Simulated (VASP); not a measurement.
Consider the following.

```xyz
2
Lattice="0.0000 2.7205 2.7205 2.7205 0.0000 2.7205 2.7205 2.7205 0.0000" Properties=species:S:1:pos:R:3 pbc="T T T"
Zn     0.0000     0.0000     0.0000
S      1.3603     1.3603     1.3603
```

Computed with PBE GGA with spin-orbit coupling, VASP's PBE PAW potentials (set 64) (plane waves; VASP). Numerical set-up: 400 eV cut-off, 8×8×8 Γ-centred mesh, Gaussian smearing of 0.050 eV, potentials Zn S.

Task: Estimate the energy per atom (σ→0), band gap (over mesh and band path) with the smallest direct gap where there is one.

Result: 
```
Property                                                Value
---------------------------------------------  --------------
band gap (over mesh and band path)                    2.00 eV
smallest direct gap (over mesh and band path)         2.00 eV
energy per atom (σ→0)                          -3.428 eV/atom
```

Only differences to runs with the same potentials and settings are physical.

The compound is ZnS in the zinc blende structure. It was relaxed first.
